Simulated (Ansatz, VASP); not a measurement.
# Ni (Nickel): VASP beside Ansatz, part 2 of 2

Wanted: the spread between two codes on one cell, functional and k mesh. The cell is taken from a series of runs on this material, whose earlier steps may have relaxed, scaled, displaced or heated it; both programs get it as it stands.

VASP 6.6.1 and Ansatz 0.2.0.

So far: Set-up; Ansatz: elastic constants, LDA.

### 3. VASP: elastic constants, LDA

Level of this step: LDA, spin-polarised from a ferromagnetic start (one magnetic atom a cell); plane waves and PAW (Ni) (VASP).

The same cell, functional (in two slightly different forms), mesh and smearing now go to VASP, with its own data sets.

Lines of VASP's logs that name or quote its potential files are left out, and so is its time.

Input file INCAR:

```
SYSTEM = Ni
PREC = Accurate
ENCUT = 600
EDIFF = 1E-08
NELM = 200
ISMEAR = 0
SIGMA = 0.1
LREAL = .FALSE.
ALGO = Normal
GGA = CA
NBANDS = 12
ISPIN = 2
MAGMOM = 0.68
LASPH = .TRUE.
LMAXMIX = 4
LORBIT = 11
LWAVE = .FALSE.
LCHARG = .FALSE.
ISIF = 3
IBRION = 6
NFREE = 2
POTIM = 0.015
NSW = 1
GGA_COMPAT = .FALSE.
```

Input file POSCAR:

```
Ni
1.0
    0.0000000000      1.7359094579      1.7359094579
    1.7359094579      0.0000000000      1.7359094579
    1.7359094579      1.7359094579      0.0000000000
Ni
1
Direct
    0.0000000000      0.0000000000      0.0000000000
```

Input file KPOINTS:

```
Automatic mesh
0
Gamma
10 10 10
0 0 0
```

The projector-augmented-wave data sets are Ni (LDA family, release 64).

Started as:

```console
$ mpirun -np 1 vasp_std
```

Numbers of over 12 decimals in the logs are rounded to 6 here.

Log:

```text
[banner, memory and clock lines left out]
running    1 mpi-ranks, on    1 nodes
 distrk:  each k-point on    1 cores,    1 groups
 distr:  one band on    1 cores,    1 groups

 POSCAR found type information on POSCAR Ni
 POSCAR found :  1 types and       1 ions
 LDA part: xc-table for (Slater(with rela. corr.)+CA(PZ))
 , standard interpolation
 POSCAR, INCAR and KPOINTS ok, starting setup
 FFT: planning ... GRIDC
 FFT: planning ... GRID_SOFT
 FFT: planning ... GRID
 WAVECAR not read
 entering main loop
       N       E                     dE             d eps       ncg     rms          rms(c)
DAV:   1     0.316442431299E+02    0.31644E+02   -0.50999E+03  2360   0.122E+03
DAV:   2    -0.644840364827E+01   -0.38093E+02   -0.35766E+02  2392   0.184E+02
DAV:   3    -0.768192593193E+01   -0.12335E+01   -0.12243E+01  2628   0.356E+01
DAV:   4    -0.769211671220E+01   -0.10191E-01   -0.10189E-01  2584   0.298E+00
DAV:   5    -0.769230508325E+01   -0.18837E-03   -0.18837E-03  2756   0.376E-01    0.106E+01
DAV:   6    -0.691975983243E+01    0.77255E+00   -0.14928E+01  2872   0.526E+01    0.595E+00
DAV:   7    -0.658932433545E+01    0.33044E+00   -0.24071E+00  2800   0.201E+01    0.203E+00
DAV:   8    -0.657042635934E+01    0.18898E-01   -0.18429E-02  3172   0.115E+00    0.988E-01
DAV:   9    -0.656736741480E+01    0.30589E-02   -0.18664E-03  3432   0.326E-01    0.269E-01
DAV:  10    -0.656676276551E+01    0.60465E-03   -0.40936E-04  3364   0.134E-01    0.609E-02
DAV:  11    -0.656670228177E+01    0.60484E-04   -0.75858E-05  2952   0.869E-02    0.315E-02
DAV:  12    -0.656670447598E+01   -0.21942E-05   -0.23661E-06  2916   0.177E-02    0.142E-02
DAV:  13    -0.656670504188E+01   -0.56590E-06   -0.12245E-06  2876   0.107E-02    0.408E-03
DAV:  14    -0.656670494212E+01    0.99758E-07   -0.34526E-08  2276   0.204E-03    0.110E-03
DAV:  15    -0.656670493608E+01    0.60379E-08   -0.14983E-08  1400   0.144E-03
   1 F= -.65667049E+01 E0= -.65620430E+01  d E =-.932384E-02  mag=     0.6637
[... from here on, the cycles between the ionic steps are left out ...]
   2 F= -.65556131E+01 E0= -.65508572E+01  d E =-.951192E-02  mag=     0.6707
   3 F= -.65736639E+01 E0= -.65690869E+01  d E =-.915405E-02  mag=     0.6601
   8 F= -.65657006E+01 E0= -.65610469E+01  d E =-.930748E-02  mag=     0.6634
   9 F= -.65657006E+01 E0= -.65610469E+01  d E =-.930748E-02  mag=     0.6634
  10 F= -.65657006E+01 E0= -.65610469E+01  d E =-.930744E-02  mag=     0.6634
  11 F= -.65657006E+01 E0= -.65610469E+01  d E =-.930749E-02  mag=     0.6634
  12 F= -.65657006E+01 E0= -.65610469E+01  d E =-.930744E-02  mag=     0.6634
  13 F= -.65657006E+01 E0= -.65610469E+01  d E =-.930748E-02  mag=     0.6634
  14 F= -.65667051E+01 E0= -.65620430E+01  d E =-.932402E-02  mag=     0.6637
 Finite differences progress:
  Degree of freedom:   7/  7
  Displacement:        1/  2
  Total:              13/ 14
 bond charge predicted
       N       E                     dE             d eps       ncg     rms          rms(c)
DAV:   1    -0.656433822629E+01    0.23668E-02   -0.34331E+00  2588   0.132E+01    0.451E-01
DAV:   2    -0.656706495756E+01   -0.27267E-02   -0.27901E-02  2268   0.185E+00    0.241E-01
DAV:   3    -0.656698459088E+01    0.80367E-04   -0.46232E-04  2848   0.193E-01    0.110E-01
DAV:   4    -0.656669680008E+01    0.28779E-03   -0.46267E-04  2412   0.145E-01    0.200E-02
DAV:   5    -0.656670492924E+01   -0.81292E-05   -0.91208E-06  2576   0.236E-02    0.273E-03
DAV:   6    -0.656670490406E+01    0.25183E-07   -0.13017E-07  2820   0.327E-03    0.140E-03
DAV:   7    -0.656670501444E+01   -0.11039E-06   -0.15133E-08  2684   0.103E-03    0.525E-04
DAV:   8    -0.656670504773E+01   -0.33290E-07   -0.40141E-09  1540   0.433E-04    0.827E-05
DAV:   9    -0.656670504986E+01   -0.21212E-08   -0.98576E-11  1348   0.115E-04
  15 F= -.65667050E+01 E0= -.65620430E+01  d E =-.932401E-02  mag=     0.6637
 Finite differences progress:
  Degree of freedom:   7/  7
  Displacement:        2/  2
  Total:              14/ 14
```

From OUTCAR (step 3):

```text
ion  position               nearest neighbor table
   1  0.000  0.000  0.000-

  LATTYP: Found a face centered cubic cell.
 ALAT       =     3.4718189158

 Subroutine GETGRP returns: Found 48 space group operations
 (whereof 48 operations were pure point group operations)

The static configuration has the point symmetry O_h .

 Found     47 irreducible k-points:

   k-points           NKPTS =     47   k-points in BZ     NKDIM =     47   number of bands    NBANDS=     12

   dimension x,y,z NGX =    20 NGY =   20 NGZ =   20
   dimension x,y,z NGXF=    40 NGYF=   40 NGZF=   40

   ENCUT  =  600.0 eV  44.10 Ry    6.64 a.u.   4.90  4.90  4.90*2*pi/ulx,y,z

   NELECT =      10.0000    total number of electrons

 k-points in reciprocal lattice and weights: Automatic mesh
   0.00000000  0.00000000  0.00000000       0.001
   0.10000000  0.00000000  0.00000000       0.008
   0.20000000  0.00000000  0.00000000       0.008
   0.30000000  0.00000000  0.00000000       0.008
   0.40000000  0.00000000  0.00000000       0.008
   0.50000000  0.00000000  0.00000000       0.004
   0.10000000  0.10000000  0.00000000       0.006
   0.20000000  0.10000000  0.00000000       0.024
   0.30000000  0.10000000  0.00000000       0.024
[...]
-0.30000000  0.40000000  0.20000000       0.024
  -0.30000000  0.50000000  0.20000000       0.012

 average (electrostatic) potential at core
       1 -81.5513

 E-fermi :   9.6053

 spin component 1
 k-point     1 :       0.0000    0.0000    0.0000
  band No.  band energies     occupation
    ...
      2       7.1075      1.00000
      3       7.1075      1.00000
      4       7.1075      1.00000
      5       8.3322      1.00000
      6       8.3322      1.00000
      7      33.7022      0.00000
      8      37.7651      0.00000
      9      37.7651      0.00000
     10      37.7651      0.00000
     11      40.8526      0.00000
    ...

 k-point     2 :       0.1000    0.0000    0.0000
  band No.  band energies     occupation
    ...
      2       7.0043      1.00000
      3       7.1948      1.00000
      4       7.1948      1.00000
      5       8.2980      1.00000
      6       8.2980      1.00000
      7      32.0338      0.00000
      8      35.0864      0.00000
      9      37.0313      0.00000
     10      37.0313      0.00000
     11      41.9753      0.00000
    ...

 k-point     3 :       0.2000    0.0000    0.0000
  band No.  band energies     occupation
    ...
      2       6.8008      1.00000
      3       7.3357      1.00000
      4       7.3357      1.00000
      5       8.3111      1.00000
      6       8.3111      1.00000
      7      27.0058      0.00000
      8      34.2969      0.00000
      9      36.0309      0.00000
     10      36.0309      0.00000
     11      42.0507      0.00000
    ...

 k-point     4 :       0.3000    0.0000    0.0000
  band No.  band energies     occupation
    ...
      2       6.8802      1.00000
      3       7.2973      1.00000
      4       7.2973      1.00000
      5       8.5721      1.00000
      6       8.5721      1.00000
      7      21.9936      0.00000
      8      33.3772      0.00000
      9      35.3322      0.00000
     10      35.3322      0.00000
     11      40.1760      0.00000
    ...

 k-point     5 :       0.4000    0.0000    0.0000
  band No.  band energies     occupation
    ...
      2       7.1663      1.00000
      3       7.1663      1.00000
      4       8.0268      1.00000
      5       8.9118      1.00000
      6       8.9118      1.00000
      7      17.7254      0.00000
      8      32.5331      0.00000
      9      34.9495      0.00000
     10      34.9495      0.00000
     11      38.4463      0.00000
    ...

 k-point     6 :       0.5000    0.0000    0.0000
  band No.  band energies     occupation
    ...
      2       7.1064      1.00000
      3       7.1064      1.00000
      4       9.0589      1.00000
      5       9.0589      1.00000
      6       9.2624      1.00000
      7      15.5722      0.00000
      8      32.2069      0.00000
      9      34.8321      0.00000
     10      34.8321      0.00000
     11      37.8204      0.00000
    ...

  Total       -0.6064081     -0.6064081     -0.6064081      0.0000000     -0.0000000     -0.0000000
  in kB      -92.8676314    -92.8676314    -92.8676314      0.0000000     -0.0000000     -0.0000000
  external PRESSURE =     -92.8676314 kB  Pullay stress =       0.0000000 kB

  energy-cutoff  :      600.00
  volume of cell :       10.46
      direct lattice vectors                 reciprocal lattice vectors
     0.000000000  1.735909458  1.735909458    -0.288033456  0.288033456  0.288033456
     1.735909458  0.000000000  1.735909458     0.288033456 -0.288033456  0.288033456
     1.735909458  1.735909458  0.000000000     0.288033456  0.288033456 -0.288033456

 POSITION                                       TOTAL-FORCE (eV/Angst)
 -----------------------------------------------------------------------------------
     -0.01500      0.00000      0.00000         0.000000     -0.000000      0.000000
 -----------------------------------------------------------------------------------
    total drift:                                0.000042      0.000000      0.000000

  FREE ENERGIE OF THE ION-ELECTRON SYSTEM (eV)
  ---------------------------------------------------
  free  energy   TOTEN  =        -6.5667050499 eV

  energy  without entropy=       -6.5573810444  energy(sigma->0) =       -6.56204305

  SYMMETRIZED ELASTIC MODULI (kBar)
 Direction    XX          YY          ZZ          XY          YZ          ZX
 --------------------------------------------------------------------------------
 XX        2907.5278   1752.2614   1752.2614     -0.0000      0.0000     -0.0000
 YY        1752.2614   2907.5278   1752.2614     -0.0000     -0.0000     -0.0000
 ZZ        1752.2614   1752.2614   2907.5278      0.0000     -0.0000      0.0000
 XY          -0.0000     -0.0000      0.0000   1373.9367      0.0000     -0.0000
 YZ           0.0000     -0.0000     -0.0000      0.0000   1373.9367      0.0000
 ZX          -0.0000     -0.0000      0.0000     -0.0000      0.0000   1373.9367
 --------------------------------------------------------------------------------

 Eigenvectors and eigenvalues of the dynamical matrix
 ----------------------------------------------------

   1 f  =    0.000000 THz     0.000000 2PiTHz    0.000000 cm-1     0.000000 meV
             X         Y         Z           dx          dy          dz
      0.000000  0.000000  0.000000     0.707107   -0.707107    0.000000

   2 f  =    0.000000 THz     0.000000 2PiTHz    0.000000 cm-1     0.000000 meV
             X         Y         Z           dx          dy          dz
      0.000000  0.000000  0.000000    -0.707107   -0.707107    0.000000

   3 f  =    0.000000 THz     0.000000 2PiTHz    0.000000 cm-1     0.000000 meV
             X         Y         Z           dx          dy          dz
      0.000000  0.000000  0.000000     0.000000    0.000000    1.000000

 ELASTIC MODULI CONTR FROM IONIC RELAXATION (kBar)
 Direction    XX          YY          ZZ          XY          YZ          ZX
 --------------------------------------------------------------------------------
 XX           0.0000      0.0000      0.0000      0.0000      0.0000      0.0000
 YY           0.0000      0.0000      0.0000      0.0000      0.0000      0.0000
 ZZ           0.0000      0.0000      0.0000      0.0000      0.0000      0.0000
 XY           0.0000      0.0000      0.0000      0.0000      0.0000      0.0000
 YZ           0.0000      0.0000      0.0000      0.0000      0.0000      0.0000
 ZX           0.0000      0.0000      0.0000      0.0000      0.0000      0.0000
 --------------------------------------------------------------------------------

 TOTAL ELASTIC MODULI (kBar)
 Direction    XX          YY          ZZ          XY          YZ          ZX
 --------------------------------------------------------------------------------
 XX        2907.5278   1752.2614   1752.2614     -0.0000      0.0000     -0.0000
 YY        1752.2614   2907.5278   1752.2614     -0.0000     -0.0000     -0.0000
 ZZ        1752.2614   1752.2614   2907.5278      0.0000     -0.0000      0.0000
 XY          -0.0000     -0.0000      0.0000   1373.9367      0.0000     -0.0000
 YZ           0.0000     -0.0000     -0.0000      0.0000   1373.9367      0.0000
 ZX          -0.0000     -0.0000      0.0000     -0.0000      0.0000   1373.9367
 --------------------------------------------------------------------------------

 total charge
# of ion       s       p       d       tot
------------------------------------------
    1        0.517   0.533   8.342   9.391

 magnetization (x)
# of ion       s       p       d       tot
------------------------------------------
    1       -0.003  -0.017   0.685   0.665

[... 6 further parts left out ...]
```

The cell holds one magnetic atom, so no antiferromagnetic order fits into it. The last energy, forces, stress and levels in OUTCAR belong to the last displaced cell, not to the cell of POSCAR.

Levels, forces or a CONTCAR printed for this step are those of its last displaced cell, not of the structure at rest.

### 4. Side by side

Known differences besides the potentials themselves: VASP starts from the moments at which Ansatz ended; the two LDA forms differ slightly; the data sets hold 18 valence electrons in Ansatz (on its default PAW (the set named soft_2) files) and 10 in VASP; the cutoff is 260 eV in Ansatz and 600 eV in VASP; VASP's log shows a relativistic correction to its local exchange, Ansatz's none; VASP takes each elastic constant from one size of strain, Ansatz from those that its log lists; Ansatz's log warns that its cutoff lies below the recommended one. Total energies have different zeros and are not compared.

The two programs side by side:

| quantity | Ansatz | VASP | difference |
| --- | --- | --- | --- |
| C11 (GPa) | 126.1 | 290.8 | -56.64 % |
| C22 (GPa) | 126.1 | 290.8 | -56.64 % |
| C33 (GPa) | 126.1 | 290.8 | -56.64 % |
| C12 (GPa) | 139.3 | 175.2 | -20.52 % |
| C13 (GPa) | 139.3 | 175.2 | -20.52 % |
| C23 (GPa) | 139.3 | 175.2 | -20.52 % |
| C44 (GPa) | 71.6 | 137.4 | -47.89 % |
| C55 (GPa) | 71.6 | 137.4 | -47.89 % |
| C66 (GPa) | 71.6 | 137.4 | -47.89 % |

### 5. What came out

| Quantity | Value |
| --- | --- |
| difference in C11 (elastic constants, LDA) | -57 % |

What this shows: The difference in C11 is -57 % (elastic constants, LDA), beyond the 5 % picked in this series as the mark of a large difference. The data sets hold unlike numbers of valence electrons (18 in Ansatz and 10 in VASP), so part of the differences comes from the potentials. Ansatz's own log doubts the convergence of its elastic constants, LDA run, which may account for the difference. Such differences can come from data sets, numerical settings and the points named under the comparisons, not from the functional's error against experiment.

[Lines on the potential files, build, host, timing and source positions are cut from VASP's logs without a mark.]

[Logs are printed without paths, hosts, clocks, repeated set-up lines and the standing remarks that a program may print on its own settings, such as how far it seeks lower states.]

[Hosts, paths, dates, database ids (printed as entryN), source tags and the programs' standing remarks are cut or masked in the printed files.]
